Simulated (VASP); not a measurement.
Given:

```
BP
1.0
    0.00000     2.26535     2.26535
    2.26535     0.00000     2.26535
    2.26535     2.26535     0.00000
B P
1 1
Direct
  0.00000   0.00000   0.00000
  0.25000   0.25000   0.25000
```

Level of theory: revTPSS meta-GGA, VASP's PBE PAW potentials (set 64) (plane waves; VASP). Numerical set-up: 520 eV cut-off, 11×11×11 Γ-centred mesh, tetrahedra with Blöchl corrections, potentials B P.

Question: Give the energies of bands 2 to 7 at the high-symmetry points, in eV from the valence-band maximum.

Answer: 
| band | Γ | X | U | L | W |
|---|---|---|---|---|---|
| 2 | 0.00 | -8.81 | -8.38 | -9.28 | -8.27 |
| 3 | 0.00 | -4.20 | -6.41 | -1.79 | -5.84 |
| 4 | 0.00 | -4.20 | -3.58 | -1.79 | -5.63 |
| 5 | 3.50 | 1.20 | 2.06 | 3.84 | 5.31 |
| 6 | 3.50 | 1.56 | 6.03 | 4.79 | 6.72 |
| 7 | 3.50 | 12.46 | 10.00 | 4.79 | 7.50 |

The gap is indirect, 1.14 eV, from the valence maximum at Γ to the conduction minimum at Γ-X at 0.89.

The compound is BP in the zinc blende structure. It was relaxed first.
